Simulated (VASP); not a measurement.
VASP input:

POSCAR:
```
AgF
3.1317390
  0.9999998505   0.0000000000   0.0000000000
 -0.4999999252   0.8660252832   0.0000000000
  0.0000000000   0.0000000000   2.0882746411
Ag F
2 2
Cartesian
  0.0000000000   0.0000000000   0.0000000000
 -0.4999999252   0.8660252832   1.0441373206
 -0.0000005000   0.5773504775   0.5220686603
  0.5000004252   0.2886748057   1.5662059808
```

### KPOINTS
```
Automatic mesh
0
Gamma
13 13 6
0 0 0
```

INCAR:
```
ALGO = Normal
EDIFF = 1E-7
ENCUT = 520
GGA = PS
ISIF = 2
ISMEAR = -5
LASPH = .TRUE.
LCHARG = .TRUE.
LEFG = .TRUE.
LMAXMIX = 4
LORBIT = 11
LREAL = .FALSE.
LWAVE = .FALSE.
NEDOS = 601
NELM = 100
PREC = Accurate
SYSTEM = AgF
```

POTCAR, in this order: Ag F (PBE.64 set). Program: vasp_std.

### Question
Write an equivalent input for Ansatz.

### Answer
One equivalent input (not run):
Ansatz 0.2 input:
```yaml
crystal:
  lattice:
    - [3.1317385, 0.0000000, 0.0000000]
    - [-1.5658693, 2.7121652, 0.0000000]
    - [0.0000000, 0.0000000, 6.5399311]
  atoms:
    - { symbol: Ag, position: [0.0000000, 0.0000000, 0.0000000] }
    - { symbol: Ag, position: [0.0000000, 1.0000000, 0.5000000] }
    - { symbol: F, position: [0.3333330, 0.6666670, 0.2500000] }
    - { symbol: F, position: [0.6666670, 0.3333330, 0.7500000] }
kpoints:
  mp_grid: { grid: [13, 13, 6] }
hamiltonian:
  xc: pbesol
  pseudopotentials: { kind: paw }
scf:
  occupations: { method: tetrahedron }
  max_iter: 100
output: { forces: true, stress: true, eigenvalues: true }
```
The two are equivalent in intent, not identical: each code has its own PAW files, so the cut-off isn't converted (ENCUT is set for VASP's; basis.ecutwfc is left out, and Ansatz then takes the one that its files recommend); Ansatz stops its SCF on the density residual and VASP on the energy change (EDIFF); the field gradients of LEFG aren't asked of the other code.

The structure was generated: AgF was put into the NiAs type type (P6_3/mmc), which need not be its known phase. It was relaxed first, which changed the volume by +38 %.
